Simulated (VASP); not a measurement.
Here is the system:

```
CELL_PARAMETERS angstrom
      4.23024    -2.29484     0.00933
      4.23024     2.29484     0.00933
      2.97700     0.00000     3.78137
ATOMIC_POSITIONS crystal
  Bi 0.23428 0.23428 0.23428
  Bi 0.76572 0.76572 0.76572
```

Level of theory: PW91 GGA, VASP's PBE PAW potentials (set 64) (plane waves; VASP). Numerical set-up: 520 eV cut-off, 10×10×10 Γ-centred mesh, first-order Methfessel-Paxton smearing of 0.10 eV, potentials Bi_d.

Unless said otherwise, spin-orbit coupling is left out, though it shifts the bands of the heavy elements here.

Question: Predict the energy per atom (σ→0), band gap (on the k-mesh) with the smallest direct gap where there is one.

Answer: 
The band gap (on the k-mesh) is none (metal, semimetal or under 0.01 eV). The energy per atom (σ→0) is -3.926 eV/atom.

Total energies compare only between runs with the same potentials, cut-off and functional.

The compound is Bi in the a7 structure. It was relaxed first.
